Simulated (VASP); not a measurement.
```
AgCl
1.0
    0.00000     2.67467     2.67467
    2.67467     0.00000     2.67467
    2.67467     2.67467     0.00000
Ag Cl
1 1
Direct
  0.00000   0.00000   0.00000
  0.50000   0.50000   0.50000
```

Method: LDA (Ceperley-Alder, Perdew-Zunger), VASP's LDA PAW potentials (set 64) (plane waves; VASP 6.6.1). Numerical set-up: 400 eV cut-off, 10×10×10 Γ-centred mesh, tetrahedra with Blöchl corrections, potentials Ag Cl.

Task: Estimate the energy per atom (σ→0), band gap (on the k-mesh) with the smallest direct gap where there is one.

Result: 
```yaml
band gap (on the k-mesh): 0.65 eV
smallest direct gap (on the k-mesh): 3.31 eV
energy per atom (σ→0): -3.396 eV/atom
```

The absolute energy has meaning only against runs of the same code, potentials and settings.

The structure comes from a computed database's AgCl entry (Fm-3m); how it stands against other phases isn't given here. It was relaxed first, which changed the volume by -10 %.
